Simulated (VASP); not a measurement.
Given:

```
TlIO3
1.0
    3.09860     1.78898     2.62634
   -3.09860     1.78898     2.62634
    0.00000    -3.57796     2.62634
Tl I O
1 1 3
Cartesian
  0.00000   0.00000   0.05652
  0.00000   0.00000   3.93663
  1.40347   0.81029   4.80846
 -1.40347   0.81029   4.80846
  0.00000  -1.62059   4.80846
```

Computed with PBEsol GGA, VASP's PBE PAW potentials (set 64) (plane waves; VASP). Numerical set-up: 520 eV cut-off, 7×7×7 Γ-centred mesh, Gaussian smearing of 0.010 eV, potentials Tl_d I O.

**Question.** What does the run give for the energy per atom (σ→0)?

**Answer.** 
The energy per atom (σ→0) comes out as -4.572 eV/atom.

The absolute energy has meaning only against runs of the same code, potentials and settings.

The structure comes from a computed database's TlIO3 entry (R3m); how it stands against other phases isn't given here. It was relaxed first.
